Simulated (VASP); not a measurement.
As3F:

```
As F
1.0
     4.19012    0.00000    0.00000
     0.00000    4.19012    0.00000
     0.00000    0.00000    4.19012
As F
3 1
Cartesian
  0.0000 2.0951 2.0951
  2.0951 0.0000 2.0951
  2.0951 2.0951 0.0000
  0.0000 0.0000 0.0000
```

The cell was built by a generator and needn't be a form met in nature.

| Property | Result |
| --- | --- |
| Program | VASP 6.6.1 |
| Task | relaxation of cell and atoms |
| Functional | r2SCAN |
| Potentials or basis | VASP PAW PBE potentials, release 64 (As, F) |
| Cutoff | 600 eV |
| k mesh | 8 × 8 × 8 |
| Occupations | fermi-dirac, width 0.1 eV |
| Spin | no spin polarisation |

At the start: pressure -8.9 GPa; volume 18.39 Å³/atom.

Question: Where does the relaxation end?

Answer: Over 3 steps the energy falls by 69.4 meV/atom and the volume is 16.18 Å³/atom (-12.0 %); space group Pm-3m (No. 221, to 0.05 Å).

Step by step:
```
step  energy change (eV)  largest force (eV/Å)  pressure (GPa)  volume (Å³)
   1              0.0000                0.0000           -8.94        73.57
   2             -0.2660                0.0000            2.41        63.17
   3             -0.2775                0.0000            0.04        64.71
```

Final structure:
```yaml
crystal:
  lattice:
    - [4.01478, 0.00000, 0.00000]
    - [0.00000, 4.01478, 0.00000]
    - [0.00000, 0.00000, 4.01478]
  atoms:
    - { symbol: As, position: [0.00000, 0.50000, 0.50000] }
    - { symbol: As, position: [0.50000, 0.00000, 0.50000] }
    - { symbol: As, position: [0.50000, 0.50000, 0.00000] }
    - { symbol: F, position: [0.00000, 0.00000, 0.00000] }
```

Caveat: the PAW data sets were made with another functional, which shifts forces and pressure a little.
